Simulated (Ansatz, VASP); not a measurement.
## Cross-check of Pt between VASP and Ansatz

One calculation is typed for both programs; each brings its own data sets. How far apart do they land? The cell is taken from a series of runs on this material, whose earlier steps may have relaxed, scaled, displaced or heated it; both programs get it as it stands.

Calculated with Ansatz 0.2.0; plane waves, with VASP 6.6.1 beside it; PBEsol.

### 1. Starting point

The cell holds 3 atoms: 3 Pt. Its edges and angles: a = 2.772 Å, b = 2.772 Å, c = 16.920 Å, α = 90.0°, β = 90.0°, γ = 90.0°. Vacuum lies along c.

### 2. Ansatz: single point, PBEsol, pair 1

Ansatz runs on its PAW soft_1 files.

A single point takes one fixed geometry, so differences don't come from the geometry; what else differs is listed under the comparison.

File input.yaml:

```yaml
crystal:
  lattice:
    - [1.96, 1.96, 0.0]
    - [-1.96, 1.96, 0.0]
    - [0.0, 0.0, 16.92]
  atoms:
    - { symbol: Pt, position: [0.0, 0.0, 0.384161] }
    - { symbol: Pt, position: [0.5, 0.5, 0.5] }
    - { symbol: Pt, position: [0.0, 0.0, 0.615839] }
  periodic: [true, true, false]
kpoints:
  mp_grid: { grid: [6, 6, 1] }
hamiltonian:
  xc: pbesol
  pseudopotentials: { kind: paw, azcp: { folder: soft_1 }, xc_functional: pbe }
scf:
  occupations: { method: gaussian, width: 0.1 }
output:
  forces: true
  stress: true
  eigenvalues: true
```

Command:

```bash
$ ansatz run input.yaml --threads 4 --pin off --max-ram 16384MiB --backend cpu --events-out ev --progress --plain --runs-dir out
```

Numbers of over 12 decimals in the logs are rounded to 6 here.

The log of the run:

```text
Warning: crystal.periodic: the lattice vector that does not repeat stood 0.000° off the slab's normal, 16.920 Å along it as the deck builds it. The run solves the slab on a vector along the normal, 31.640 Å long, with every atom where it was (on the deck's vector they left 13.00 Å outside them, and the widest stretch free of ions among them is 1.96 Å). A fractional position that the run reports is one of the run's ce [...]
crystal.periodic: the lattice vector that does not repeat stood 0.000° off the slab's normal, 16.920 Å along it as the deck builds it. The run solves the slab on a vector along the normal, 31.640 Å long, with every atom where it was (on the deck's vector they left 13.00 Å outside them, and the widest stretch free of ions among them is 1.96 Å). A fractional position that the run reports is one of the run's cell, which [...]
Engine: ansatz 0.2.0, aarch64-unknown-linux-gnu
Pseudopotentials: kind: paw
Pseudopotential: Pt, paw, valence charge 18, recommended cutoff 420 eV (normal), soft_1/Pt.paw.azcp
Functional definition: PBEsol
  exchange = pbesol_x
  correlation = pbesol_c
Crystal: 3 atoms, lattice volume = 243.096 Å³
Basis set: ecut = 420 eV, 4845 PW (Γ), exchange–correlation on 40×40×432 points (8 copies of the dense FFT grid, shifted against one another)
Bands: 33, of which v1, the nominal top of the filled ones, is band 27 counted from 1 (26 counted from 0)
Symmetry: 16 space group operations
Space group: P4/mmm (ITA 123), of the structure as read, at distance tolerance 6.2e-5 Å
k-points: 10 of 36
Non-local potential: Pt, projectors of the file, l = 0: 3, l = 1: 2, l = 2: 2, l = 3: 1
PAW form: soft (Blöchl's): semilocal exchange-correlation on the pseudo side does not see the compensation charge
PAW frozen core: Pt, regenerated for the run's functional, and the local potential with it (the file was generated under x = pbe(κ = 0.804, μ = 0.219515), c = pbe(β = 0.066725))
PAW one-centre angular grid: Pt, 590 points (default); XC on 64 Gauss nodes
Initial density: superposition of atomic densities (neutral atoms: chi_scale 0, normalization atom)
Initial wavefunctions: pseudopotential atomic-orbital guess
Functional: x = pbesol(κ = 0.804, μ = 0.123457), c = pbesol(β = 0.046)
SCF iter   1: F=—  HF=-37155.287166 eV  |F-HF|=—  |Δ(HF+E_count)|=         —  Δρ=4.28e-2  dr2=4.68e0  ethr=3.10e-3  ⟨swp⟩=14.3  Hψ=2515  notcnv=0
preconditioner: auto → LDOS  [metal: Δε(μ)=0.056 eV  Ē_g=7.075 eV  σ=0.100 eV  W_gap=0.30  n_scr=20 (ndim 8)  ℏωp=13.0 eV  f_vac=0.752  D(μ)=6.08/eV (n_scr^D=20)  β→1.0]
SCF iter   2: F=—  HF=-37154.949578 eV  |F-HF|=—  |Δ(HF+E_count)|=   3.38e-1  Δρ=3.51e-2  dr2=3.03e0  ethr=3.10e-3  ⟨swp⟩=3.6  Hψ=960  notcnv=0  defer=10
SCF iter   3: F=—  HF=-37154.019571 eV  |F-HF|=—  |Δ(HF+E_count)|=   9.30e-1  Δρ=6.69e-3  dr2=1.82e-1  ethr=3.10e-3  ⟨swp⟩=3.0  Hψ=893  notcnv=0  defer=10
SCF iter   4: F=—  HF=-37154.011216 eV  |F-HF|=—  |Δ(HF+E_count)|=   8.36e-3  Δρ=2.94e-3  dr2=8.45e-2  ethr=3.38e-4  ⟨swp⟩=2.7  Hψ=734  notcnv=0  defer=10
SCF iter   5: F=—  HF=-37154.005122 eV  |F-HF|=—  |Δ(HF+E_count)|=   6.09e-3  Δρ=2.28e-3  dr2=3.29e-2  ethr=1.56e-4  ⟨swp⟩=2.1  Hψ=474  notcnv=0  defer=10
SCF iter   6: F=—  HF=-37154.004293 eV  |F-HF|=—  |Δ(HF+E_count)|=   8.29e-4  Δρ=1.30e-3  dr2=5.04e-3  ethr=6.08e-5  ⟨swp⟩=2.8  Hψ=508  notcnv=0  defer=10
SCF iter   7: F=—  HF=-37154.003585 eV  |F-HF|=—  |Δ(HF+E_count)|=   7.08e-4  Δρ=3.79e-4  dr2=8.37e-4  ethr=9.32e-6  ⟨swp⟩=2.8  Hψ=606  notcnv=0  defer=10
SCF iter   8: F=—  HF=-37154.003619 eV  |F-HF|=—  |Δ(HF+E_count)|=   3.41e-5  Δρ=2.27e-4  dr2=2.34e-4  ethr=1.55e-6  ⟨swp⟩=3.4  Hψ=666  notcnv=0  defer=10
SCF iter   9: F=—  HF=-37154.003583 eV  |F-HF|=—  |Δ(HF+E_count)|=   3.59e-5  Δρ=7.91e-5  dr2=6.40e-6  ethr=4.34e-7  ⟨swp⟩=3.2  Hψ=598  notcnv=0  defer=10
SCF iter  10: F=—  HF=-37154.003549 eV  |F-HF|=—  |Δ(HF+E_count)|=   3.34e-5  Δρ=2.20e-5  dr2=8.99e-7  ethr=1.18e-8  ⟨swp⟩=3.9  Hψ=703  notcnv=0  defer=10
SCF iter  11: F=-37154.003550 eV  HF=-37154.003550 eV  |F-HF|=4.39e-8  |Δ(HF+E_count)|=   2.83e-7  Δρ=7.42e-6  dr2=9.08e-8  ethr=1.85e-10  ⟨swp⟩=17.2  Hψ=2604  notcnv=0
SCF 1 converged in 11 iterations: F = -37154.003550 eV  dr2 = 9.08e-8
  greatest PAW one-centre occupation: 1.000 electrons in one spin orbital (limit 2), on the Pt atom at site 1 (counted from 0), in its partial waves of l = 0
SCF converged after 11 iterations
Free energy (F): -37154.003550 eV
Harris-Foulkes:  -37154.003550 eV  (|F-HF|=4.39e-8)
Internal energy: -37153.957767 eV  (E = F + TS)
E sigma→0 (E₀):  -37153.980658 eV
Entropy (-TS):   -0.045782 eV (-15.261 meV/atom)
Fermi energy:    -5.933966 eV
--- Per-component energies (eV) ---
  E_band       = -1939.392972
  E_kinetic    = 1784.588347
  E_local      = -210908.647274  (includes V_loc(G=0)·N_el)
  E_nonlocal   = 621.777630
  E_hartree    = 104164.968310
  E_xc         = -688.562240
  E_vxc        = -806.661679  (∫ρ·V_xc dr)
  E_paw        = -28037.565916  (= ΣΔE_a)
  E_vpaw       = -960.324670  (= ΣTr[D̂ρ^β])
  E_aug_tail   = 0.003415  (compensation charges beyond the density's cutoff)
  E_ewald      = 95908.618867
  E_core_change = 0.861094  (= ΣΔE_core)
  E_smearing   = -0.045782  (= −TS)
  E_closure    = -0.000000  (closes the sum)
  Σ components = -37154.003550   (vs F -37154.003550, Δ=0.00e0)
--- Forces (eV/Å), atoms counted from 1 ---
  atom   1  Pt     0.00000000     0.00000000     0.69497351
  atom   2  Pt    -0.00000000    -0.00000000     0.00000000
  atom   3  Pt     0.00000000     0.00000000    -0.69497351
  max |Σ_I F_I| component: 2.52e-29 eV/Å
--- 2D stress c σ (N/m, compression-positive) ---
      -10.401067       0.000000       0.000000
        0.000000     -10.401067       0.000000
        0.000000       0.000000       0.000000
  P = ½ c Tr σ = -10.4011 N/m
--- Band table (eV; the first three rows and the last of 10) ---
  k-point 0: bands = [... 23 lower, -7.1245, -6.9827, -6.1565, -6.0986, -5.7165, -5.7165, -5.6906, -3.9371, ... 2 higher]
  k-point 1: bands = [... 23 lower, -7.4201, -6.7600, -6.7431, -6.6364, -5.9880, -5.5849, -4.9057, -2.1235, ... 2 higher]
  k-point 2: bands = [... 23 lower, -7.3731, -6.9846, -6.4613, -6.3877, -5.9489, -5.8342, -3.1873, -0.2545, ... 2 higher]
  k-point 9: bands = [... 23 lower, -6.0403, -5.2665, -4.8200, -4.8181, -2.1035, -2.1035, 1.5649, 1.5649, ... 2 higher]
```

### 3. VASP: single point, PBEsol, pair 1

The same cell, functional, mesh and smearing now go to VASP, with its own data sets.

Lines of VASP's logs that name or quote its potential files are left out, and so is its time.

File INCAR:

```
SYSTEM = Pt
PREC = Accurate
ENCUT = 400
EDIFF = 1E-06
NELM = 120
ISMEAR = 0
SIGMA = 0.1
LREAL = .FALSE.
ALGO = Normal
GGA = PS
NBANDS = 21
LASPH = .TRUE.
LORBIT = 11
LWAVE = .FALSE.
LCHARG = .FALSE.
ISIF = 2
LDIPOL = .TRUE.
IDIPOL = 3
DIPOL = 0.5 0.5 0.5
LVHAR = .TRUE.
GGA_COMPAT = .FALSE.
NELMDL = -8
KPAR = 2
```

File POSCAR:

```
Pt
1.0
    1.9600000000      1.9600000000      0.0000000000
   -1.9600000000      1.9600000000      0.0000000000
    0.0000000000      0.0000000000     16.9200000000
Pt
3
Direct
    0.0000000000      0.0000000000      0.3841610000
    0.5000000000      0.5000000000      0.5000000000
    0.0000000000      0.0000000000      0.6158390000
```

File KPOINTS:

```
Automatic mesh
0
Gamma
6 6 1
0 0 0
```

The projector-augmented-wave data sets are Pt (PBE family, release 64).

Command:

```bash
$ mpirun -np 2 vasp_std
```

The log of the run:

```text
[banner, memory and clock lines left out]
running    2 mpi-ranks, on    1 nodes
 distrk:  each k-point on    1 cores,    2 groups
 distr:  one band on    1 cores,    1 groups

 POSCAR found type information on POSCAR Pt
 POSCAR found :  1 types and       3 ions
|                                                                             |
|               ----> ADVICE to this user running VASP <----                  |
|                                                                             |
|     You enforced a specific xc type in the INCAR file but a different       |
|     [... a line on the potential file left out ...]
|     I HOPE YOU KNOW WHAT YOU ARE DOING!                                     |
|                                                                             |

 LDA part: xc-table for (Slater+PW92), standard interpolation
 POSCAR, INCAR and KPOINTS ok, starting setup
 FFT: planning ... GRIDC
 FFT: planning ... GRID_SOFT
 FFT: planning ... GRID
 WAVECAR not read
 entering main loop
       N       E                     dE             d eps       ncg     rms          rms(c)
DAV:   1     0.160784331878E+03    0.16078E+03   -0.11500E+04   420   0.977E+02
DAV:   2    -0.133323293023E+02   -0.17412E+03   -0.16226E+03   570   0.220E+02
DAV:   3    -0.200213149035E+02   -0.66890E+01   -0.64091E+01   490   0.440E+01
DAV:   4    -0.201228081945E+02   -0.10149E+00   -0.10143E+00   518   0.600E+00
DAV:   5    -0.201248756018E+02   -0.20674E-02   -0.20672E-02   525   0.782E-01
DAV:   6    -0.201249665142E+02   -0.90912E-04   -0.90912E-04   574   0.147E-01
DAV:   7    -0.201249697532E+02   -0.32390E-05   -0.32390E-05   512   0.222E-02
DAV:   8    -0.201249699197E+02   -0.16654E-06   -0.16679E-06   379   0.420E-03    0.177E+01
DAV:   9    -0.189476059406E+02    0.11774E+01   -0.45421E+00   450   0.151E+01    0.106E+01
DAV:  10    -0.195522335925E+02   -0.60463E+00   -0.44369E+00   435   0.195E+01    0.763E+00
DAV:  11    -0.188422356512E+02    0.71000E+00   -0.45291E+00   430   0.185E+01    0.350E+00
DAV:  12    -0.187557190943E+02    0.86517E-01   -0.16717E-01   454   0.424E+00    0.768E-01
DAV:  13    -0.187448492911E+02    0.10870E-01   -0.32103E-02   464   0.161E+00    0.291E-01
DAV:  14    -0.187445705185E+02    0.27877E-03   -0.14248E-03   445   0.283E-01    0.856E-02
DAV:  15    -0.187445251346E+02    0.45384E-04   -0.30017E-04   469   0.146E-01    0.383E-02
DAV:  16    -0.187445146472E+02    0.10487E-04   -0.63048E-05   490   0.750E-02    0.158E-02
DAV:  17    -0.187445135816E+02    0.10656E-05   -0.34759E-06   434   0.143E-02    0.914E-03
DAV:  18    -0.187445124462E+02    0.11354E-05   -0.34285E-06   392   0.164E-02    0.215E-03
DAV:  19    -0.187445111945E+02    0.12517E-05   -0.88495E-07   297   0.556E-03    0.290E-03
DAV:  20    -0.187445127183E+02   -0.15238E-05   -0.78419E-07   268   0.741E-03    0.194E-03
DAV:  21    -0.187445154130E+02   -0.26947E-05   -0.16265E-07   278   0.236E-03    0.570E-04
DAV:  22    -0.187445176932E+02   -0.22802E-05   -0.96424E-08   278   0.205E-03    0.440E-04
DAV:  23    -0.187445194579E+02   -0.17648E-05   -0.52183E-08   273   0.901E-04    0.465E-04
DAV:  24    -0.187445198942E+02   -0.43622E-06   -0.17159E-08   275   0.415E-04
   1 F= -.18744520E+02 E0= -.18721251E+02  d E =-.465383E-01
```

Parts of OUTCAR (step 3):

```text
ion  position               nearest neighbor table
   1  0.000  0.000  0.384-   2 2.77   2 2.77   2 2.77   2 2.77
   2  0.500  0.500  0.500-   1 2.77   3 2.77   1 2.77   3 2.77   1 2.77   3 2.77   1 2.77   3 2.77

  LATTYP: Found a simple tetragonal cell.
 ALAT       =     2.7718585823
 C/A-ratio  =     6.1042075192

 Subroutine GETGRP returns: Found 16 space group operations
 (whereof 16 operations were pure point group operations)

The static configuration has the point symmetry D_4h.

 Found     10 irreducible k-points:

   k-points           NKPTS =     10   k-points in BZ     NKDIM =     10   number of bands    NBANDS=     21

   dimension x,y,z NGX =    18 NGY =   18 NGZ =  112
   dimension x,y,z NGXF=    36 NGYF=   36 NGZF=  224

   ENCUT  =  400.0 eV  29.40 Ry    5.42 a.u.   4.52  4.52 27.59*2*pi/ulx,y,z

   NELECT =      30.0000    total number of electrons

 k-points in reciprocal lattice and weights: Automatic mesh
   0.00000000  0.00000000  0.00000000       0.028
   0.16666667  0.00000000  0.00000000       0.111
   0.33333333  0.00000000  0.00000000       0.111
   0.50000000  0.00000000  0.00000000       0.056
   0.16666667  0.16666667  0.00000000       0.111
   0.33333333  0.16666667  0.00000000       0.222
   0.50000000  0.16666667  0.00000000       0.111
   0.33333333  0.33333333  0.00000000       0.111
   0.50000000  0.33333333  0.00000000       0.111
   0.50000000  0.50000000  0.00000000       0.028

 dipolmoment           0.000000      0.000000     -0.000000 electrons x Angstroem

 average (electrostatic) potential at core
       1 -73.3803       2 -73.9708       3 -73.3803

 E-fermi :  -0.0970

 k-point     1 :       0.0000    0.0000    0.0000
  band No.  band energies     occupation
    ...
     11      -1.2844      2.00000
     12      -1.2844      2.00000
     13      -1.1391      2.00000
     14      -0.3097      1.99737
     15      -0.2672      1.98388
     16       0.1185      0.00230
     17       0.1185      0.00230
     18       0.1429      0.00069
     19       1.9109      0.00000
     20       5.5395      0.00000
    ...

 k-point     2 :       0.1667    0.0000    0.0000
  band No.  band energies     occupation
    ...
     12      -1.5766      2.00000
     13      -0.9237      2.00000
     14      -0.9016      2.00000
     15      -0.8014      2.00000
     16      -0.1507      1.55255
     17       0.2483      0.00000
     18       0.9379      0.00000
     19       3.7209      0.00000
     20       6.0582      0.00000
     21       7.0382      0.00000

 k-point     3 :       0.3333    0.0000    0.0000
  band No.  band energies     occupation
    ...
     12      -1.5366      2.00000
     13      -1.1466      2.00000
     14      -0.6216      2.00000
     15      -0.5449      2.00000
     16      -0.1103      1.14893
     17      -0.0004      0.17186
     18       2.6571      0.00000
     19       5.5847      0.00000
     20       5.8738      0.00000
     21       7.6565      0.00000

  Total       -5.0824381     -5.0824381     -2.8014689      0.0000000      0.0000000      0.0000000
  in kB      -62.6383324    -62.6383324    -34.5266067      0.0000000      0.0000000      0.0000000
  external PRESSURE =     -53.2677571 kB  Pullay stress =       0.0000000 kB

  energy-cutoff  :      400.00
  volume of cell :      130.00
      direct lattice vectors                 reciprocal lattice vectors
     1.960000000  1.960000000  0.000000000     0.255102041  0.255102041  0.000000000
    -1.960000000  1.960000000  0.000000000    -0.255102041  0.255102041  0.000000000
     0.000000000  0.000000000 16.920000000     0.000000000  0.000000000  0.059101655

 POSITION                                       TOTAL-FORCE (eV/Angst)
 -----------------------------------------------------------------------------------
      0.00000      0.00000      6.50000         0.000000     -0.000000      0.706106
      0.00000      1.96000      8.46000        -0.000000      0.000000      0.000000
      0.00000      0.00000     10.42000        -0.000000     -0.000000     -0.706106
 -----------------------------------------------------------------------------------
    total drift:                               -0.000000      0.000000     -0.000000

  FREE ENERGIE OF THE ION-ELECTRON SYSTEM (eV)
  ---------------------------------------------------
  free  energy   TOTEN  =       -18.7445198942 eV

  energy  without entropy=      -18.6979815860  energy(sigma->0) =      -18.72125074

 vacuum level on the upper side and lower side of the slab         5.839         5.839

 total charge
# of ion       s       p       d       tot
------------------------------------------
    1        0.632   0.424   7.988   9.045
    2        0.631   0.602   7.988   9.220
    3        0.632   0.424   7.988   9.045
--------------------------------------------------
tot          1.895   1.451  23.964  27.309

[... 3 further parts left out ...]
```

The run ends at a pressure of -5.33 GPa, with forces up to 0.71 eV/Å.

### 4. Comparison

Known differences besides the potentials themselves: Ansatz cuts the interaction across the vacuum, VASP repeats the sheet with a dipole correction (LDIPOL); the data sets hold 54 valence electrons in Ansatz (on its PAW soft_1 files) and 30 in VASP; the cutoff is 420 eV in Ansatz and 400 eV in VASP; Ansatz makes its cores anew for this functional, VASP keeps those of its PBE data sets. Total energies have different zeros and are not compared.

Forces (eV/Å; atoms numbered as in POSCAR):

```tsv
atom	Ansatz x, y, z	VASP x, y, z
Pt1	0.000, 0.000, 0.695	0.000, 0.000, 0.706
Pt2	0.000, 0.000, 0.000	0.000, 0.000, 0.000
Pt3	0.000, 0.000, -0.695	0.000, 0.000, -0.706
```

The forces differ by 5.2 meV/Å r.m.s., which is 1.6 % of the r.m.s. force of 0.333 eV/Å (both taken over all components). Where the cell holds vacuum, a pressure given here is an average over it and none of the material.

### 5. VASP: single point, PBEsol, pair 2

A single point takes one fixed geometry, so differences don't come from the geometry; what else differs is listed under the comparison. This pair takes another cell of the material, with 6 atoms against 3 for the pair before.

File INCAR:

```
SYSTEM = Pt
PREC = Accurate
ENCUT = 400
EDIFF = 1E-06
NELM = 120
ISMEAR = 1
SIGMA = 0.2
LREAL = .FALSE.
ALGO = Normal
GGA = PS
NBANDS = 37
LASPH = .TRUE.
LORBIT = 11
LWAVE = .FALSE.
LCHARG = .FALSE.
ISIF = 2
LDIPOL = .TRUE.
IDIPOL = 3
DIPOL = 0.5 0.5 0.733
LVHAR = .TRUE.
GGA_COMPAT = .FALSE.
NELMDL = -8
KPAR = 2
```

File POSCAR:

```
Pt
1.0
    0.0000000000     -3.7549418252      0.0000000000
   -3.7549418252      0.0000000000      0.0000000000
    0.0000000000      0.0000000000    -31.6399835200
Pt
6
Direct
    0.0000000000      0.0000000000      0.7943236988
    0.5000000000      0.5000000000      0.7993805915
    0.0000000000      0.5000000000      0.7326168013
    0.5000000000      0.0000000000      0.7326168013
    0.0000000000      0.0000000000      0.6709099038
    0.5000000000      0.5000000000      0.6658530111
```

File KPOINTS:

```
Automatic mesh
0
Gamma
10 10 1
0 0 0
```

Command:

```bash
$ mpirun -np 2 vasp_std
```

The log of the run:

```text
[banner, memory and clock lines left out]
running    2 mpi-ranks, on    1 nodes
[...]
[... a notice as in an earlier step ...]

 LDA part: xc-table for (Slater+PW92), standard interpolation
 POSCAR, INCAR and KPOINTS ok, starting setup
[...]
entering main loop
       N       E                     dE             d eps       ncg     rms          rms(c)
DAV:   1     0.420711081440E+03    0.42071E+03   -0.20186E+04  1554   0.104E+03
DAV:   2    -0.167279877801E+01   -0.42238E+03   -0.39780E+03  2167   0.226E+02
DAV:   3    -0.392384061543E+02   -0.37566E+02   -0.35663E+02  1891   0.705E+01
DAV:   4    -0.404332415358E+02   -0.11948E+01   -0.11510E+01  1978   0.125E+01
[...]
DAV:  25    -0.378032952671E+02   -0.19103E-05   -0.84809E-08   985   0.101E-03    0.443E-04
DAV:  26    -0.378032969214E+02   -0.16543E-05   -0.98028E-08   986   0.736E-04    0.533E-04
DAV:  27    -0.378032975985E+02   -0.67705E-06   -0.37965E-08   960   0.629E-04
   1 F= -.37803298E+02 E0= -.37807669E+02  d E =0.131140E-01
```

From OUTCAR (step 5):

```text
  Total       -0.3102381     -0.3102381     -0.2014950      0.0000000      0.0000000      0.0000000
  in kB       -1.1141996     -1.1141996     -0.7236560      0.0000000      0.0000000      0.0000000
  external PRESSURE =      -0.9840184 kB  Pullay stress =       0.0000000 kB

 POSITION                                       TOTAL-FORCE (eV/Angst)
 -----------------------------------------------------------------------------------
      0.00000      0.00000    -25.13239         0.000000      0.000000     -0.161954
     -1.87747     -1.87747    -25.29239         0.000000      0.000000      0.179597
     -1.87747      0.00000    -23.17998         0.000000     -0.000000     -0.000000
      0.00000     -1.87747    -23.17998        -0.000000     -0.000000     -0.000000
      0.00000      0.00000    -21.22758         0.000000     -0.000000      0.161954
     -1.87747     -1.87747    -21.06758         0.000000     -0.000000     -0.179597
 -----------------------------------------------------------------------------------
    total drift:                               -0.000000     -0.000000      0.000384

  FREE ENERGIE OF THE ION-ELECTRON SYSTEM (eV)
  ---------------------------------------------------
  free  energy   TOTEN  =       -37.8032975985 eV

  energy  without entropy=      -37.8164116087  energy(sigma->0) =      -37.80766894

[... 3 further parts left out ...]
[key lines of the parts left out:]
E-fermi :  -2.4732
```

The run ends at a pressure of -0.10 GPa, with forces up to 0.18 eV/Å.

(Part 1 of 2 ends here.)

[Lines on the potential files, build, host, timing and source positions are cut from VASP's logs without a mark.]

[Logs are printed without paths, hosts, clocks, repeated set-up lines and the standing remarks that a program may print on its own settings, such as how far it seeks lower states.]

[Hosts, paths, dates, database ids (printed as entryN), source tags and the programs' standing remarks are cut or masked in the printed files.]
